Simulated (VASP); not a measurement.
Here is the system:

```xyz
1
Lattice="-2.5132 2.5132 2.5132 2.5132 -2.5132 2.5132 2.5132 2.5132 -2.5132" Properties=species:S:1:pos:R:3 pbc="T T T"
Ba     2.5132     2.5132    -2.5132
```

Method: PBE GGA, VASP's PBE PAW potentials (set 64) (plane waves; VASP 6.6.1). Numerical set-up: 480 eV cut-off, 10×10×10 Γ-centred mesh, first-order Methfessel-Paxton smearing of 0.10 eV, potentials Ba_sv.

Energy and stress use the plane-wave basis of the starting cell.

Task: The ions, cell shape and volume at an external pressure of 1.0 GPa are relaxed. Which structure does the run end with?

Result: 
```xyz
1
Lattice="-2.4361 2.4361 2.4361 2.4361 -2.4361 2.4361 2.4361 2.4361 -2.4361" Properties=species:S:1:pos:R:3 pbc="T T T"
Ba     0.0000     0.0000     0.0000
```
Space group Im-3m (229), at a tolerance of 0.03 Å.

Task: How do energy and volume change from the first to the last step?

Result: The energy (σ→0) changes by +16.8 meV/atom and the volume by -8.9 %, in 3 ionic steps.

The compound is Ba in the bcc structure. This run relaxes it under an external pressure of 1 GPa. Symmetry was kept, so distortions that lower it aren't found.
